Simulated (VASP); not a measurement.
## SiO2 (Stishovite): excitons from the Bethe-Salpeter equation

What does the electron-hole attraction do to the spectrum of SiO2 (Stishovite)? The cell is of the rutile type, one of the forms listed for this formula. The start is a cell from a database of measured crystal structures.

Method: PBE; plane waves and PAW (Si_GW, O_GW), in the first sound run; inputs show where later runs differ, in VASP 6.6.1.

## (1) The structure

Symmetry: P4_2/mnm, No. 136, tetragonal system. The conventional cell has a = 4.177 Å, b = 4.177 Å, c = 2.665 Å, α = 90.00°, β = 90.00°, γ = 90.00°. Nearest to Si lie 6 O at 1.76 to 1.81 Å. Nearest to O lie 3 Si at 1.76 to 1.81 Å. Farther neighbours and most contacts between anions are not listed.

Coordinates:

```xyz
6
Lattice="4.1773 0.0000 0.0000 0.0000 4.1773 0.0000 0.0000 0.0000 2.6652" Properties=species:S:1:pos:R:3 pbc="T T T"
Si    0.0000    0.0000    0.0000
Si    2.0886    2.0886    1.3326
O     1.2778    1.2778    0.0000
O     0.8108    3.3665    1.3326
O     2.8995    2.8995    0.0000
O     3.3665    0.8108    1.3326
```

## (2) Ground state

The orbitals come from a self-consistent PBE run with a tight EDIFF and a narrow smearing. KPOINTS_OPT adds the bands along a path, which shows whether the mesh holds the band edges.

Input file INCAR:

```
SYSTEM = SiO2
PREC = Accurate
ENCUT = 440
EDIFF = 1E-08
NELM = 100
ISMEAR = 0
SIGMA = 0.01
LREAL = .FALSE.
ALGO = Normal
GGA = PE
NBANDS = 22
LORBIT = 11
LWAVE = .TRUE.
LCHARG = .FALSE.
KPAR = 8
```

Input file POSCAR:

```
SiO2
1.0
    4.1773000000      0.0000000000      0.0000000000
    0.0000000000      4.1773000000      0.0000000000
    0.0000000000      0.0000000000      2.6652000000
Si O
2 4
Direct
    0.0000000000      0.0000000000      0.0000000000
    0.5000000000      0.5000000000      0.5000000000
    0.3059000000      0.3059000000      0.0000000000
    0.1941000000      0.8059000000      0.5000000000
    0.6941000000      0.6941000000      0.0000000000
    0.8059000000      0.1941000000      0.5000000000
```

Input file KPOINTS:

```
Automatic mesh
0
Gamma
6 6 8
0 0 0
```

Input file KPOINTS_OPT:

```
Line mode
12
Line-mode
Reciprocal
  0.00000000   0.00000000   0.00000000 GAMMA
  0.00000000   0.50000000   0.00000000 X

  0.00000000   0.50000000   0.00000000 X
  0.50000000   0.50000000   0.00000000 M

  0.50000000   0.50000000   0.00000000 M
  0.00000000   0.00000000   0.00000000 GAMMA

  0.00000000   0.00000000   0.00000000 GAMMA
  0.00000000   0.00000000   0.50000000 Z

  0.00000000   0.00000000   0.50000000 Z
  0.00000000   0.50000000   0.50000000 R

  0.00000000   0.50000000   0.50000000 R
  0.50000000   0.50000000   0.50000000 A

  0.50000000   0.50000000   0.50000000 A
  0.00000000   0.00000000   0.50000000 Z

  0.00000000   0.50000000   0.00000000 X
  0.00000000   0.50000000   0.50000000 R

  0.50000000   0.50000000   0.00000000 M
  0.50000000   0.50000000   0.50000000 A
```

The projector-augmented-wave data sets are Si_GW and O_GW (PBE family, release 64).

On the command line:

```sh
$ mpirun -np 8 vasp_std
```

What it wrote:

```text
[banner, memory and clock lines left out]
running    8 mpi-ranks, on    1 nodes
 distrk:  each k-point on    1 cores,    8 groups
 distr:  one band on    1 cores,    1 groups

 POSCAR found type information on POSCAR SiO
 POSCAR found :  2 types and       6 ions
|                                                                             |
|           W    W    AA    RRRRR   N    N  II  N    N   GGGG   !!!           |
|           W    W   A  A   R    R  NN   N  II  NN   N  G    G  !!!           |
|           W    W  A    A  R    R  N N  N  II  N N  N  G       !!!           |
|           W WW W  AAAAAA  RRRRR   N  N N  II  N  N N  G  GGG   !            |
|           WW  WW  A    A  R   R   N   NN  II  N   NN  G    G                |
|           W    W  A    A  R    R  N    N  II  N    N   GGGG   !!!           |
|                                                                             |
|     For optimal performance we recommend to set                             |
|       NCORE = 2 up to number-of-cores-per-socket                            |
|     NCORE specifies how many cores store one orbital (NPAR=cpu/NCORE).      |
|     This setting can greatly improve the performance of VASP for DFT.       |
|     The default, NCORE=1 might be grossly inefficient on modern             |
|     multi-core architectures or massively parallel machines. Do your        |
|     Unfortunately you need to use the default for GW and RPA                |
|     calculations (for HF NCORE is supported but not extensively tested      |
|     yet).                                                                   |
|                                                                             |

 LDA part: xc-table for (Slater+PW92), standard interpolation
 POSCAR, INCAR and KPOINTS ok, starting setup
 FFT: planning ... GRIDC
 FFT: planning ... GRID_SOFT
 FFT: planning ... GRID
 WAVECAR not read
 entering main loop
       N       E                     dE             d eps       ncg     rms          rms(c)
DAV:   1     0.244011296920E+03    0.24401E+03   -0.16929E+04  2658   0.141E+03
DAV:   2    -0.360854070415E+02   -0.28010E+03   -0.26007E+03  3112   0.532E+02
DAV:   3    -0.504494581840E+02   -0.14364E+02   -0.14228E+02  3032   0.111E+02
DAV:   4    -0.509388208207E+02   -0.48936E+00   -0.48815E+00  3246   0.244E+01
DAV:   5    -0.509640066233E+02   -0.25186E-01   -0.25181E-01  3222   0.450E+00    0.134E+01
DAV:   6    -0.462843258741E+02    0.46797E+01   -0.16173E+01  3600   0.441E+01    0.388E+00
DAV:   7    -0.462675200790E+02    0.16806E-01   -0.52712E-01  3132   0.585E+00    0.253E+00
DAV:   8    -0.462736261831E+02   -0.61061E-02   -0.79440E-02  3090   0.448E+00    0.348E-01
DAV:   9    -0.462722747539E+02    0.13514E-02   -0.14538E-02  3572   0.144E+00    0.858E-02
DAV:  10    -0.462724508050E+02   -0.17605E-03   -0.73262E-04  3274   0.256E-01    0.262E-02
DAV:  11    -0.462724471630E+02    0.36419E-05   -0.62724E-05  3312   0.860E-02    0.705E-03
DAV:  12    -0.462724474792E+02   -0.31618E-06   -0.57542E-06  3466   0.255E-02    0.498E-03
DAV:  13    -0.462724470591E+02    0.42006E-06   -0.13581E-06  3706   0.139E-02    0.121E-03
DAV:  14    -0.462724469850E+02    0.74147E-07   -0.12192E-07  3156   0.420E-03    0.303E-04
DAV:  15    -0.462724469861E+02   -0.11364E-08   -0.34890E-09  1952   0.764E-04
   1 F= -.46272447E+02 E0= -.46272447E+02  d E =-.272445E-29
 Start KPOINTS_OPT (optional k-point list driver)
k-point batch [1-50\108]
       N       E                     dE             ncg
DAV:   1     0.142705114990E+05   -0.12319E+05     2576
DAV:   2     0.242500178568E+03   -0.14028E+05     3180
DAV:   3    -0.559781995154E+03   -0.80228E+03     3056
DAV:   4    -0.590868345261E+03   -0.31086E+02     3280
DAV:   5    -0.592230875497E+03   -0.13625E+01     3310
DAV:   6    -0.592280444086E+03   -0.49569E-01     3466
DAV:   7    -0.592282392349E+03   -0.19483E-02     3294
DAV:   8    -0.592282471377E+03   -0.79029E-04     3338
DAV:   9    -0.592282474193E+03   -0.28159E-05     3100
DAV:  10    -0.592282474316E+03   -0.12264E-06     2266
DAV:  11    -0.592282474321E+03   -0.51984E-08     1970
[...]
k-point batch [101-108\108]
       N       E                     dE             ncg
DAV:   1     0.512543985869E+05   -0.76948E+04      416
DAV:   2     0.491230887649E+05   -0.21313E+04      482
DAV:   3     0.490131440586E+05   -0.10994E+03      464
DAV:   4     0.490081977118E+05   -0.49463E+01      562
DAV:   5     0.490081041895E+05   -0.93522E-01      462
DAV:   6     0.490080963064E+05   -0.78831E-02      616
DAV:   7     0.490080961506E+05   -0.15578E-03      454
DAV:   8     0.490080961434E+05   -0.72470E-05      592
DAV:   9     0.490080961432E+05   -0.15109E-06      436
DAV:  10     0.490080961432E+05   -0.80909E-08      360
 writing wavefunctions
```

Elapsed: 13 s, on 8 MPI ranks of Intel Xeon Platinum 8559C (Emerald Rapids), shared host; peak memory 1.6 GiB.

Lines that name or quote the potential files are left out of all logs, and their timing lines are given in words.

From OUTCAR (step 2):

```text
ion  position               nearest neighbor table
   1  0.000  0.000  0.000-   4 1.76   6 1.76   4 1.76   6 1.76   5 1.81   3 1.81
   2  0.500  0.500  0.500-   3 1.76   5 1.76   3 1.76   5 1.76   4 1.81   6 1.81
   3  0.306  0.306  0.000-   2 1.76   2 1.76   1 1.81
   4  0.194  0.806  0.500-   1 1.76   1 1.76   2 1.81
   5  0.694  0.694  0.000-   2 1.76   2 1.76   1 1.81
   6  0.806  0.194  0.500-   1 1.76   1 1.76   2 1.81

  LATTYP: Found a simple tetragonal cell.
 ALAT       =     4.1773000000
 C/A-ratio  =     0.6380197735

 Subroutine GETGRP returns: Found 16 space group operations
 (whereof  8 operations were pure point group operations)

The static configuration has the point symmetry D_2h.
 The point group associated with its full space group is D_4h.

 Found     50 irreducible k-points:

   k-points           NKPTS =     50   k-points in BZ     NKDIM =     50   number of bands    NBANDS=     22

   dimension x,y,z NGX =    30 NGY =   30 NGZ =   18
   dimension x,y,z NGXF=    60 NGYF=   60 NGZF=   36

   ENCUT  =  440.0 eV  32.34 Ry    5.69 a.u.   7.14  7.14  4.56*2*pi/ulx,y,z

   NELECT =      32.0000    total number of electrons

 k-points in reciprocal lattice and weights: Automatic mesh
   0.00000000  0.00000000  0.00000000       0.003
   0.16666667  0.00000000  0.00000000       0.014
   0.33333333  0.00000000  0.00000000       0.014
   0.50000000  0.00000000  0.00000000       0.007
   0.16666667  0.16666667  0.00000000       0.014
   0.33333333  0.16666667  0.00000000       0.028
   0.50000000  0.16666667  0.00000000       0.014
   0.33333333  0.33333333  0.00000000       0.014
   0.50000000  0.33333333  0.00000000       0.014
[...]
0.50000000  0.33333333  0.50000000       0.014
   0.50000000  0.50000000  0.50000000       0.003

 average (electrostatic) potential at core
       1 -64.8385       2 -64.8385       3 -67.0785       4 -67.0785       5 -67.0785
       6 -67.0785

 E-fermi :   8.0452

 k-point     1 :       0.0000    0.0000    0.0000
  band No.  band energies     occupation
    ...
     12       4.8089      2.00000
     13       5.4445      2.00000
     14       7.0848      2.00000
     15       7.0848      2.00000
     16       7.9696      2.00000
     17      13.5830      0.00000
     18      14.6766      0.00000
     19      16.4905      0.00000
     20      16.4905      0.00000
     21      19.0946      0.00000
    ...

 k-point     2 :       0.1667    0.0000    0.0000
  band No.  band energies     occupation
    ...
     12       4.8721      2.00000
     13       5.4827      2.00000
     14       6.4928      2.00000
     15       7.0356      2.00000
     16       7.7522      2.00000
     17      14.0230      0.00000
     18      14.9212      0.00000
     19      16.5541      0.00000
     20      16.5735      0.00000
     21      19.5252      0.00000
    ...

 k-point     3 :       0.3333    0.0000    0.0000
  band No.  band energies     occupation
    ...
     12       5.0432      2.00000
     13       5.1941      2.00000
     14       5.4358      2.00000
     15       6.9219      2.00000
     16       7.2368      2.00000
     17      14.9553      0.00000
     18      15.5222      0.00000
     19      16.7570      0.00000
     20      16.9322      0.00000
     21      19.3679      0.00000
    ...

  Total        1.5529914      1.5529914      2.2355710      0.0000000      0.0000000      0.0000000
  in kB       53.5005793     53.5005793     77.0154589      0.0000000      0.0000000      0.0000000
  external PRESSURE =      61.3388725 kB  Pullay stress =       0.0000000 kB

  energy-cutoff  :      440.00
  volume of cell :       46.51
      direct lattice vectors                 reciprocal lattice vectors
     4.177300000  0.000000000  0.000000000     0.239389079  0.000000000  0.000000000
     0.000000000  4.177300000  0.000000000     0.000000000  0.239389079  0.000000000
     0.000000000  0.000000000  2.665200000     0.000000000  0.000000000  0.375206363

 POSITION                                       TOTAL-FORCE (eV/Angst)
 -----------------------------------------------------------------------------------
      0.00000      0.00000      0.00000         0.000000     -0.000000      0.000000
      2.08865      2.08865      1.33260         0.000000     -0.000000      0.000000
      1.27784      1.27784      0.00000        -0.070706     -0.070706      0.000000
      0.81081      3.36649      1.33260         0.070706     -0.070706      0.000000
      2.89946      2.89946      0.00000         0.070706      0.070706      0.000000
      3.36649      0.81081      1.33260        -0.070706      0.070706      0.000000
 -----------------------------------------------------------------------------------
    total drift:                               -0.000000      0.000000     -0.000000

  FREE ENERGIE OF THE ION-ELECTRON SYSTEM (eV)
  ---------------------------------------------------
  free  energy   TOTEN  =       -46.2724469861 eV

  energy  without entropy=      -46.2724469861  energy(sigma->0) =      -46.27244699

 total charge
# of ion       s       p       d       tot
------------------------------------------
    1        0.564   0.846   0.436   1.846
    2        0.564   0.846   0.436   1.846
    3        1.523   3.647   0.000   5.171
    4        1.523   3.647   0.000   5.171
    5        1.523   3.647   0.000   5.171
    6        1.523   3.647   0.000   5.171
--------------------------------------------------
tot          7.221  16.283   0.871  24.376

[... 3 further parts left out ...]
```

Numbers from this step:

| Quantity | Value |
| --- | --- |
| free energy (TOTEN) | -46.27 eV |
| Fermi energy | 8.045 eV |
| pressure | 6.134 GPa |
| least gap on mesh and path | 5.613 eV |
| least direct gap on mesh and path | 5.613 eV |

The highest empty bands on the path are converged less tightly, to about 0.1 eV. Electronic bands along the path, in eV, zero at the valence-band top; v1 is the highest filled band, c1 the lowest empty one:

```
          point     v4     v3     v2     v1    c1    c2     c3     c4
              Γ  -2.53  -0.88  -0.88   0.00  5.61  6.71   8.52   8.52
0.45 of the way  -2.49  -1.91  -0.97  -0.39  6.37  7.15   8.66   8.69
              X  -2.71  -2.71  -1.07  -1.07  7.75  7.75   9.10   9.10
0.55 of the way  -2.99  -2.99  -1.55  -1.55  7.52  7.52   9.66   9.66
              M  -2.68  -2.68  -2.29  -2.29  7.43  7.43  10.09  10.09
0.55 of the way  -2.55  -2.35  -1.36  -0.69  6.68  7.56   8.60   9.35
              Γ  -2.53  -0.88  -0.88   0.00  5.61  6.71   8.52   8.52
0.45 of the way  -4.23  -1.41  -1.41  -0.65  7.31  9.54  10.14  10.94
              Z  -3.08  -3.08  -2.69  -2.69  9.10  9.10  12.65  12.65
0.45 of the way  -2.86  -2.86  -2.33  -2.33  9.02  9.02  11.00  11.00
              R  -2.30  -2.30  -1.76  -1.76  8.79  8.79   9.88   9.88
0.45 of the way  -2.30  -2.30  -1.65  -1.65  7.82  7.82  10.66  10.66
              A  -1.77  -1.77  -1.56  -1.56  7.18  7.18  11.04  11.04
0.55 of the way  -2.65  -2.54  -2.44  -1.94  8.16  8.78  10.50  11.88
              Z  -3.08  -3.08  -2.69  -2.69  9.10  9.10  12.65  12.68
      jump to X  -2.71  -2.71  -1.07  -1.07  7.75  7.75   9.10   9.10
0.55 of the way  -2.82  -2.82  -1.49  -1.49  9.11  9.11  10.43  10.43
              R  -2.30  -2.30  -1.76  -1.76  8.79  8.79   9.88   9.88
      jump to M  -2.68  -2.68  -2.29  -2.29  7.43  7.43  10.09  10.09
0.45 of the way  -1.99  -1.99  -1.76  -1.76  8.20  8.20  11.48  11.48
              A  -1.77  -1.77  -1.56  -1.56  7.18  7.18  11.04  11.04
```

Of the projections kept (Si, O), the largest for each band there; the rest of the weight can lie on other orbitals:

```
point      v4      v3      v2      v1       c1       c2       c3       c4
    Γ  O 0.86  O 0.99  O 0.99  O 1.00  Si 0.55  Si 0.86  Si 0.65  Si 0.65
    X  O 0.89  O 0.89  O 0.98  O 0.98  Si 0.55  Si 0.55  Si 0.65  Si 0.65
    M  O 0.93  O 0.93  O 0.95  O 0.95  Si 0.67  Si 0.67  Si 0.56  Si 0.56
    Γ  O 0.86  O 0.99  O 0.99  O 1.00  Si 0.55  Si 0.86  Si 0.65  Si 0.65
    Z  O 0.97  O 0.97  O 0.92  O 0.92  Si 0.63  Si 0.63   O 0.68   O 0.68
    R  O 0.90  O 0.90  O 0.99  O 0.99  Si 0.62  Si 0.62  Si 0.70  Si 0.70
```

The cell has a gap of 5.61 eV on mesh and path and a pressure of +6.1 GPa, which holds the misfit of the given cell and coordinates with this functional, and any error of cutoff, mesh and data sets. Forces of up to 0.100 eV/Å remain in these settings.

## (3) Empty bands

The next step needs empty bands that the ground-state run didn't converge, so the Hamiltonian is diagonalised exactly for NBANDS bands, in a single step. LOPTICS writes the k-derivatives of the orbitals (WAVEDER), which give the long-wavelength limit of the screening.

Input file INCAR:

```
SYSTEM = SiO2
PREC = Accurate
ENCUT = 440
ISMEAR = 0
SIGMA = 0.01
LREAL = .FALSE.
GGA = PE
NBANDS = 112
ALGO = Exact
NELM = 1
LWAVE = .TRUE.
LCHARG = .FALSE.
LOPTICS = .TRUE.
NEDOS = 1000
CSHIFT = 0.1
```

POSCAR is that of step 2.

KPOINTS is that of step 2.

On the command line:

```sh
$ mpirun -np 8 vasp_std
```

What it wrote:

```text
[banner, memory and clock lines left out]
running    8 mpi-ranks, on    1 nodes
 distrk:  each k-point on    8 cores,    1 groups
 distr:  one band on    1 cores,    8 groups

 POSCAR found type information on POSCAR SiO
 POSCAR found :  2 types and       6 ions
 [... a notice as in an earlier step ...]

 LDA part: xc-table for (Slater+PW92), standard interpolation
 found WAVECAR, reading the header
  number of bands has changed, file:    22 present:   112
  trying to continue reading WAVECAR, but it might fail
 POSCAR, INCAR and KPOINTS ok, starting setup
 FFT: planning ... GRIDC
 FFT: planning ... GRID_SOFT
 FFT: planning ... GRID
 reading WAVECAR
 random initialization beyond band           22
 the WAVECAR file was read successfully
 initial charge from wavefunction
 entering main loop
       N       E                     dE             d eps       ncg     rms          rms(c)
DIA:   1    -0.462724470021E+02   -0.46272E+02    0.00000E+00     0   0.000E+00
   1 F= -.46272447E+02 E0= -.46272447E+02  d E =-.579326E-31
 writing wavefunctions
 optical routines
 imaginary and real dielectric function
 recalculating local potential from charge density
 direction            1
 direction            2
 direction            3
```

Run time: 19 s. Hardware: 8 MPI ranks; peak memory 2.1 GiB.

Parts of OUTCAR (step 3):

```text
 Found     50 irreducible k-points:

   k-points           NKPTS =     50   k-points in BZ     NKDIM =     50   number of bands    NBANDS=    112

   NELECT =      32.0000    total number of electrons

 E-fermi :   8.0478

 k-point     2 :       0.1667    0.0000    0.0000
  band No.  band energies     occupation
    ...
     12       4.8721      2.00000
     13       5.4828      2.00000
     14       6.4928      2.00000
     15       7.0356      2.00000
     16       7.7522      2.00000
     17      14.0230      0.00000
     18      14.9212      0.00000
     19      16.5541      0.00000
     20      16.5735      0.00000
     21      19.5252      0.00000
    ...

 k-point     3 :       0.3333    0.0000    0.0000
  band No.  band energies     occupation
    ...
     12       5.0432      2.00000
     13       5.1942      2.00000
     14       5.4358      2.00000
     15       6.9219      2.00000
     16       7.2368      2.00000
     17      14.9553      0.00000
     18      15.5222      0.00000
     19      16.7570      0.00000
     20      16.9322      0.00000
     21      19.3679      0.00000
    ...

  Total        1.5522312      1.5522312      2.2348569      0.0000000      0.0000000      0.0000000
  in kB       53.4743925     53.4743925     76.9908603      0.0000000      0.0000000      0.0000000
  external PRESSURE =      61.3132151 kB  Pullay stress =       0.0000000 kB

 POSITION                                       TOTAL-FORCE (eV/Angst)
 -----------------------------------------------------------------------------------
      0.00000      0.00000      0.00000         0.000000      0.000000      0.000000
      2.08865      2.08865      1.33260         0.000000      0.000000      0.000000
      1.27784      1.27784      0.00000        -0.070713     -0.070713      0.000000
      0.81081      3.36649      1.33260         0.070713     -0.070713      0.000000
      2.89946      2.89946      0.00000         0.070713      0.070713      0.000000
      3.36649      0.81081      1.33260        -0.070713      0.070713      0.000000
 -----------------------------------------------------------------------------------
    total drift:                               -0.000000      0.000000     -0.000000

  FREE ENERGIE OF THE ION-ELECTRON SYSTEM (eV)
  ---------------------------------------------------
  free  energy   TOTEN  =       -46.2724470021 eV

  energy  without entropy=      -46.2724470021  energy(sigma->0) =      -46.27244700

 plasma frequency squared (from intraband transitions) (eV^2)
  --------------------------------------------------------------------------------------
       0.000       0.000       0.000
      -0.000       0.000       0.000
       0.000       0.000       0.000

[... 10 parts as in an earlier step ...]

[... 3 further parts left out ...]
```

The gap is read on the k-mesh alone, so it is an upper bound where the band edges lie off the mesh.

A gap read on the k-mesh alone can miss the band edges.

This step gave:

```yaml
gap_on_the_k_mesh: 5.613 eV
least_direct_gap_on_the_k_mesh: 5.613 eV
```

WAVECAR now holds 112 bands for 32 electrons. Its independent-particle dielectric tensor has xx, yy, zz = 3.4, 3.4, 3.6 on this mesh, which isn't tested for convergence in mesh or bands and lacks local fields.

(Part 1 of 4 ends here.)

[Lines on the potential files, build, host, timing and source positions are cut from VASP's logs without a mark.]

[Logs are printed without paths, hosts, clocks, repeated set-up lines and the standing remarks that a program may print on its own settings, such as how far it seeks lower states.]

[Hosts, paths, dates, database ids (printed as entryN), source tags and the programs' standing remarks are cut or masked in the printed files.]

[Pressures printed for these runs are not shown converged in the cutoff: they can be off by several GPa and have the wrong sign.]
